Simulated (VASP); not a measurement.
For cubic BeS (zinc blende), LDA (Ceperley-Alder, Perdew-Zunger), VASP's LDA PAW potentials (set 64) run with VASP gives ε∞ = 5.44, a static ε₀ = 7.18 and a transverse optical mode at 590 cm⁻¹.

Task: Estimate the longitudinal optical frequency at Γ.

Result: By the Lyddane-Sachs-Teller relation, ω_LO = ω_TO √(ε₀/ε∞) = 590 × √(7.18/5.44) = 678 cm⁻¹.

The compound is BeS in the zinc blende structure. It was relaxed first.
